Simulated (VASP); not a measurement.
# HgRuC6 (Fm-3m) in VASP: notebook

Runs on HgRuC6. Level: PBE. Tasks: single point, relaxation of cell and atoms.

All numbers are computed with VASP 6.6.1; they aren't measurements. Logs are shortened: lines on timing, memory, paths and dates and some standing lists are left out, and cuts for length are marked.

**1. The cell of the first run**

It takes space group Fm-3m (No. 225, cubic). The conventional cell has a = 6.830 Å, b = 6.830 Å, c = 6.830 Å, α = 90.00°, β = 90.00°, γ = 90.00°. Around Hg (site symmetry m-3m) lie 12 C at 2.41 Å. Ru (site symmetry m-3m) is surrounded by 12 C at 2.41 Å. C (site symmetry mmm) is surrounded by 2 Hg at 2.41 Å and 2 Ru at 2.41 Å and 8 C at 2.41 Å.

The cell was built by a generator and needn't be a form met in nature.

**2. Single point, PBE (species swapped into the MnCuPt6 type (Fm-3m, No. 225))**

Contents of INCAR:

```
SYSTEM = HgRuC6
PREC     = Accurate       ! precision mode
ENCUT    = 520            ! plane-wave cutoff, eV
EDIFF    = 1E-6           ! SCF threshold, eV
ISMEAR   = 0              ! smearing method
SIGMA    = 0.1            ! smearing width, eV
LREAL    = .FALSE.        ! projectors in reciprocal space
LASPH    = .TRUE.         ! aspherical terms in the spheres
NELM     = 100            ! most SCF steps
ALGO     = Normal         ! electronic algorithm
ISIF     = 2              ! what is computed and relaxed
LWAVE    = .FALSE.        ! write WAVECAR
LCHARG   = .FALSE.        ! write CHGCAR
GGA      = PE             ! functional
NBANDS   = 35             ! bands
```

Contents of KPOINTS:

```
Automatic mesh
0
G
  4 4 4
  0 0 0
```

Contents of POSCAR:

```
HgRuC6
1.0
    0.0000000000      3.4150327071      3.4150327071
    3.4150327071      0.0000000000      3.4150327071
    3.4150327071      3.4150327071      0.0000000000
Hg Ru C
1 1 6
Direct
    0.5000000000      0.5000000000      0.5000000000
    0.0000000000      0.0000000000      0.0000000000
    0.5000000000      0.0000000000      0.0000000000
    0.0000000000      0.5000000000      0.5000000000
    0.0000000000      0.5000000000      0.0000000000
    0.5000000000      0.0000000000      0.5000000000
    0.0000000000      0.0000000000      0.5000000000
    0.5000000000      0.5000000000      0.0000000000
```

Potentials or basis: VASP PAW PBE potentials, release 64 (Hg, Ru_pv, C).

Command:

```
> cat potpaw_PBE.64/Hg/POTCAR potpaw_PBE.64/Ru_pv/POTCAR potpaw_PBE.64/C/POTCAR > POTCAR
> mpirun -np 1 vasp_std > vasp.out
```

OUTCAR:

```text
SYSTEM = HgRuC6
   PREC = Accurate
   ENCUT = 520
   EDIFF = 1E-6
   ISMEAR = 0
   LREAL = .FALSE.
   LASPH = .TRUE.
   NELM = 100
   ISIF = 2
   GGA = PE

 ion  position               nearest neighbor table
   1  0.500  0.500  0.500-   4 2.41   6 2.41   8 2.41   3 2.41   5 2.41   8 2.41   3 2.41   6 2.41
                             7 2.41   4 2.41   5 2.41   7 2.41   2 3.42   2 3.42   2 3.42   2 3.42
   2  0.000  0.000  0.000-   3 2.41   5 2.41   7 2.41   4 2.41   6 2.41   7 2.41   4 2.41   5 2.41
                             8 2.41   3 2.41   6 2.41   8 2.41   1 3.42   1 3.42   1 3.42   1 3.42
   3  0.500  0.000  0.000-   2 2.41   1 2.41   1 2.41   2 2.41
   4  0.000  0.500  0.500-   1 2.41   2 2.41   2 2.41   1 2.41
   5  0.000  0.500  0.000-   2 2.41   1 2.41   2 2.41   1 2.41
   6  0.500  0.000  0.500-   1 2.41   2 2.41   1 2.41   2 2.41
   7  0.000  0.000  0.500-   2 2.41   2 2.41   1 2.41   1 2.41
   8  0.500  0.500  0.000-   1 2.41   1 2.41   2 2.41   2 2.41

  LATTYP: Found a face centered cubic cell.
 ALAT       =     6.8300654142

  Lattice vectors:

 A1 = (   0.0000000000,   3.4150327071,   3.4150327071)
 A2 = (   3.4150327071,   0.0000000000,   3.4150327071)
 A3 = (   3.4150327071,   3.4150327071,   0.0000000000)

Analysis of symmetry for initial positions (statically):
=====================================================================
 Subroutine PRICEL returns:
 Original cell was already a primitive cell.

 Routine SETGRP: Setting up the symmetry group for a
 face centered cubic supercell.

 Subroutine GETGRP returns: Found 48 space group operations
 (whereof 48 operations were pure point group operations)
 out of a pool of 48 trial point group operations.

The static configuration has the point symmetry O_h .

Analysis of symmetry for dynamics (positions and initial velocities):
=====================================================================
 Subroutine PRICEL returns:
 Original cell was already a primitive cell.

 Routine SETGRP: Setting up the symmetry group for a
 face centered cubic supercell.

 Subroutine GETGRP returns: Found 48 space group operations
 (whereof 48 operations were pure point group operations)
 out of a pool of 48 trial point group operations.

The dynamic configuration has the point symmetry O_h .

 Subroutine INISYM returns: Found 48 space group operations
 (whereof 48 operations are pure point group operations),
 and found     1 'primitive' translations

----------------------------------------------------------------------------------------

                                     Primitive cell

  volume of cell :      79.6553

  direct lattice vectors                    reciprocal lattice vectors
     0.000000000  3.415032707  3.415032707    -0.146411482  0.146411482  0.146411482
     3.415032707  0.000000000  3.415032707     0.146411482 -0.146411482  0.146411482
     3.415032707  3.415032707  0.000000000     0.146411482  0.146411482 -0.146411482

  length of vectors
     4.829585570  4.829585570  4.829585570     0.253592126  0.253592126  0.253592126

  position of ions in fractional coordinates (direct lattice)
     0.500000000  0.500000000  0.500000000
     0.000000000  0.000000000  0.000000000
     0.500000000  0.000000000  0.000000000
     0.000000000  0.500000000  0.500000000
     0.000000000  0.500000000  0.000000000
     0.500000000  0.000000000  0.500000000
     0.000000000  0.000000000  0.500000000
     0.500000000  0.500000000  0.000000000

  ion indices of the primitive-cell ions
   primitive index   ion index
                 1           1
                 2           2
                 3           3
                 4           4
                 5           5
                 6           6
                 7           7
                 8           8

----------------------------------------------------------------------------------------

 KPOINTS: Automatic mesh

Automatic generation of k-mesh.
 Grid dimensions read from file:
 generate k-points for:    4    4    4

 Generating k-lattice:

  Cartesian coordinates                     Fractional coordinates (reciprocal lattice)
    -0.036602871  0.036602871  0.036602871     0.250000000  0.000000000  0.000000000
     0.036602871 -0.036602871  0.036602871     0.000000000  0.250000000  0.000000000
     0.036602871  0.036602871 -0.036602871     0.000000000  0.000000000  0.250000000

  Length of vectors
     0.063398031  0.063398031  0.063398031

  Shift w.r.t. Gamma in fractional coordinates (k-lattice)
     0.000000000  0.000000000  0.000000000

 Subroutine IBZKPT returns following result:
 ===========================================

 Found      8 irreducible k-points:

 Following reciprocal coordinates:
            Coordinates               Weight
  0.000000  0.000000  0.000000      1.000000
  0.250000  0.000000  0.000000      8.000000
  0.500000  0.000000  0.000000      4.000000
  0.250000  0.250000  0.000000      6.000000
  0.500000  0.250000  0.000000     24.000000
 -0.250000  0.250000  0.000000     12.000000
  0.500000  0.500000  0.000000      3.000000
 -0.250000  0.500000  0.250000      6.000000
   k-points           NKPTS =      8   k-points in BZ     NKDIM =      8   number of bands    NBANDS=     35
   number of dos      NEDOS =    301   number of ions     NIONS =      8
   total plane-waves  NPLWV =  46656
   dimension x,y,z NGX =    36 NGY =   36 NGZ =   36
   dimension x,y,z NGXF=    72 NGYF=   72 NGZF=   72
   ions per type =               1   1   6
   NGX,Y,Z   is equivalent  to a cutoff of  12.39, 12.39, 12.39 a.u.
   NGXF,Y,Z  is equivalent  to a cutoff of  24.78, 24.78, 24.78 a.u.
 SYSTEM =  HgRuC6
   PREC   = accura    normal or accurate (medium, high low for compatibility)
   ISTART =      0    job   : 0-new  1-cont  2-samecut
   ICHARG =      2    charge: 1-file 2-atom 10-const
   ISPIN  =      1    spin polarized calculation?
   LNONCOLLINEAR =      F non collinear calculations
   LSORBIT =      F    spin-orbit coupling
   LASPH  =      T    aspherical Exc in radial PAW
   ENCUT  =  520.0 eV  38.22 Ry    6.18 a.u.   8.98  8.98  8.98*2*pi/ulx,y,z
   NELM   =    100;   NELMIN=  2; NELMDL= -5     # of ELM steps
   EDIFF  = 0.1E-05   stopping-criterion for ELM
   LREAL  =      F    real-space projection
   EDIFFG = 0.1E-04   stopping-criterion for IOM
   NSW    =      0    number of steps for IOM
   IBRION =     -1    ionic relax: 0-MD 1-quasi-New 2-CG
   NFREE  =      0    steps in history (QN), initial steepest desc. (CG)
   ISIF   =      2    stress and relaxation
   ISYM   =      2    0-nonsym 1-usesym 2-fastsym
   POTIM  = 0.5000    time-step for ionic-motion
   TEBEG  =    0.0;   TEEND  =   0.0 temperature during run
   PSTRESS=    0.0 pullay stress
   NELECT =      50.0000    total number of electrons
   NUPDOWN=      -1.0000    fix difference up-down
   EMIN   =  10.00;   EMAX   =-10.00  energy-range for DOS
   EFERMI =   0.00;   METHOD = LEGACY
   ISMEAR =     0;   SIGMA  =   0.10  broadening in eV -4-tet -1-fermi 0-gaus
   EFERMI_NEDOS =   21; number of points for ismear=-14 and -15
   IALGO  =     38    algorithm
   IMIX   =      4    mixing-type and parameters
     AMIX     =   0.40;   BMIX     =  1.00
     AMIX_MAG =   1.60;   BMIX_MAG =  1.00
  volume/ion in A,a.u.               =       9.96        67.19
  Fermi-wavevector in a.u.,A,eV,Ry     =   1.401716  2.648859 26.732824  1.964807
  Thomas-Fermi vector in A             =   2.524549
   LORBIT       =      0    0 simple, 1 ext, 2 COOP (PROOUT), +10 PAW based schemes
   GGA     = PE    functional components
   LHFCALC =     F    Hartree Fock is set to
   AEXX    =    0.0000 exact exchange contribution
   IVDW    =     0    specifies the selected vdW correction
   LEPSILON=     F    determine dielectric tensor
   LRPA    =     F    only Hartree local field effects (RPA)
 non-spin polarized calculation
 Gauss-broadening in eV      SIGMA  =   0.10
  energy-cutoff  :      520.00
  volume of cell :       79.66
 maximum number of plane-waves:      2180
   NGX = 17   NGY = 17   NGZ = 17

 number of electron      50.0000007 magnetization

 Free energy of the ion-electron system (eV)
  ---------------------------------------------------
  ext. energy  EPLUGINS =         0.00000000
  ---------------------------------------------------
  free energy    TOTEN  =       -36.61249051 eV

  energy without entropy =      -36.58220962  energy(sigma->0) =      -36.59735007

 E-fermi :   6.9946     XC(G=0): -12.5726

 val. band max:        6.9564761499   @ k =   0.5000   0.5000   0.0000
 cond. band min:       7.0360892875   @ k =   0.5000   0.5000   0.0000
 fundamental gap:      0.0796131376
 Fermi energy:         6.9945936992

 k-point     1 :       0.0000    0.0000    0.0000
  band No.  band energies     occupation
      1     -35.9089      2.00000
      2     -35.9089      2.00000
      3     -35.9089      2.00000
      4      -8.4710      2.00000
      5      -3.9057      2.00000
      6      -3.9057      2.00000
[... 27 lines left out ...]
     34      11.0090      0.00000
     35      11.0090      0.00000

 k-point     2 :       0.2500    0.0000    0.0000
  band No.  band energies     occupation
      1     -35.9093      2.00000
      2     -35.9090      2.00000
      3     -35.9090      2.00000
      4      -7.9368      2.00000
      5      -4.7406      2.00000
      6      -3.6148      2.00000
[... 27 lines left out ...]
     34      10.5758      0.00000
     35      10.8824      0.00000
[... 188 lines left out ...]
     34      11.4306      0.00000
     35      11.5046      0.00000

 k-point     8 :      -0.2500    0.5000    0.2500
  band No.  band energies     occupation
      1     -35.9094      2.00000
      2     -35.9094      2.00000
      3     -35.9092      2.00000
      4      -5.6198      2.00000
      5      -5.6198      2.00000
      6      -4.9991      2.00000
[... 27 lines left out ...]
     34      10.4490      0.00000
     35      10.4490      0.00000

------------------------ aborting loop because EDIFF is reached ----------------------------------------

  FORCE on cell =-STRESS in cart. coord.  units (eV):
  Direction    XX          YY          ZZ          XY          YZ          ZX
  --------------------------------------------------------------------------------------
  -------------------------------------------------------------------------------------
  Total        0.5201634      0.5201634      0.5201634      0.0000000     -0.0000000     -0.0000000
  in kB       10.4625076     10.4625076     10.4625076      0.0000000     -0.0000000     -0.0000000
  external PRESSURE =      10.4625076 kB  Pullay stress =       0.0000000 kB

 VOLUME and BASIS-vectors are now :
 -----------------------------------------------------------------------------
  energy-cutoff  :      520.00
  volume of cell :       79.66
      direct lattice vectors                 reciprocal lattice vectors
     0.000000000  3.415032707  3.415032707    -0.146411482  0.146411482  0.146411482
     3.415032707  0.000000000  3.415032707     0.146411482 -0.146411482  0.146411482
     3.415032707  3.415032707  0.000000000     0.146411482  0.146411482 -0.146411482

 POSITION                                       TOTAL-FORCE (eV/Angst)
 -----------------------------------------------------------------------------------
      3.41503      3.41503      3.41503         0.000000     -0.000000     -0.000000
      0.00000      0.00000      0.00000         0.000000      0.000000      0.000000
      0.00000      1.70752      1.70752         0.000000     -0.000000      0.000000
      3.41503      1.70752      1.70752         0.000000     -0.000000      0.000000
      1.70752      0.00000      1.70752         0.000000     -0.000000      0.000000
      1.70752      3.41503      1.70752         0.000000     -0.000000     -0.000000
      1.70752      1.70752      0.00000         0.000000     -0.000000      0.000000
      1.70752      1.70752      3.41503         0.000000      0.000000      0.000000
 -----------------------------------------------------------------------------------
    total drift:                                0.000000      0.000000      0.000000

  FREE ENERGIE OF THE ION-ELECTRON SYSTEM (eV)
  ---------------------------------------------------
  free  energy   TOTEN  =       -36.6124905144 eV

  energy  without entropy=      -36.5822096206  energy(sigma->0) =      -36.59735007
```

It took 24 s on 1 thread of AMD EPYC 7R13 (Zen 3), shared host; peak memory 0.18 GiB.

What came out:

```
Free energy            : -36.6125 eV
Pressure               : 1.0 GPa
Band gap on the k mesh : none (metal or under the smearing width)
```

Caveat: the k mesh is coarse (spacing up to 0.40 Å⁻¹), so the values aren't converged. The run has no spin-orbit coupling, so splittings on Hg are missing.

**3. Relaxation of cell and atoms, PBE (species swapped into the MnCuPt6 type (Fm-3m, No. 225))**

Contents of INCAR:

```
PREC = Accurate ; ENCUT = 600
EDIFF = 1E-6 ; ISMEAR = 0
SIGMA = 0.1 ; LREAL = False
LASPH = True ; NELM = 100
ALGO = Normal ; ISIF = 3
LWAVE = False ; LCHARG = False
GGA = PE ; IBRION = 2
NSW = 90 ; EDIFFG = -0.04
```

Contents of KPOINTS:

```
Automatic mesh
0
Gamma
  4 4 4
```

POSCAR: that of step 2 with these lines changed.

```diff
@@ -2,5 +2,5 @@
 1.0
-    0.0000000000      3.4150327071      3.4150327071
-    3.4150327071      0.0000000000      3.4150327071
-    3.4150327071      3.4150327071      0.0000000000
+    0.0000000000      3.8645625500      3.8645625500
+    3.8645625500      0.0000000000      3.8645625500
+    3.8645625500      3.8645625500      0.0000000000
 Hg Ru C
```

Potentials or basis: VASP PAW PBE potentials, release 64 (Hg, Ru_pv, C).

Command:

```
> cat potpaw_PBE.64/Hg/POTCAR potpaw_PBE.64/Ru_pv/POTCAR potpaw_PBE.64/C/POTCAR > POTCAR
> mpirun -np 1 vasp_std > vasp.out
```

It took 3.6 min on 1 thread of AMD EPYC 7R13 (Zen 3), shared host; peak memory 0.33 GiB.

The run converged. Its results:

```
Free energy                            : -36.6463 eV
Relaxed volume                         : 10.01 Å³/atom
Relaxed cell                           : a = 4.838 Å, b = 4.838 Å, c = 4.838 Å, α = 60.00°, β = 60.00°, γ = 60.00°
Space group after relaxing (to 0.05 Å) : Fm-3m (No. 225)
Energy gained by relaxing              : 530.1 meV/atom
Ionic steps                            : 3
Pressure after relaxing                : 0.1 GPa
Band gap on the k mesh                 : none (metal or under the smearing width)
```

Step by step:
```tsv
step	energy change (eV)	largest force (eV/Å)	pressure (GPa)	volume (Å³)
1	0.0000	0.0000	-27.44	115.43
2	-4.2303	0.0000	2.76	78.87
3	-4.2405	0.0000	0.08	80.08
```

Final structure:
```yaml
crystal:
  lattice:
    - [0.00000, 3.42104, 3.42104]
    - [3.42104, 0.00000, 3.42104]
    - [3.42104, 3.42104, 0.00000]
  atoms:
    - { symbol: Hg, position: [0.50000, 0.50000, 0.50000] }
    - { symbol: Ru, position: [0.00000, 0.00000, 0.00000] }
    - { symbol: C, position: [0.50000, 0.00000, 0.00000] }
    - { symbol: C, position: [0.00000, 0.50000, 0.50000] }
    - { symbol: C, position: [0.00000, 0.50000, 0.00000] }
    - { symbol: C, position: [0.50000, 0.00000, 0.50000] }
    - { symbol: C, position: [0.00000, 0.00000, 0.50000] }
    - { symbol: C, position: [0.50000, 0.50000, 0.00000] }
```

Levels at points of the mesh, in eV from the Fermi level:
```
           k point  band 22  band 23  band 24  band 25  band 26  band 27  band 28  band 29
(0.00, 0.00, 0.00)    -0.34    -0.34    -0.09    -0.06    -0.06    -0.06     0.96     0.96
(0.50, 0.00, 0.00)    -1.28    -1.28    -1.16    -0.29    -0.29     0.90     1.51     1.51
(0.50, 0.50, 0.00)    -1.22    -0.28    -0.14    -0.14    -0.04    -0.04     0.03     0.49
```

Caveat: the volume moved by over 15 % at a fixed basis, so the end points are rough.
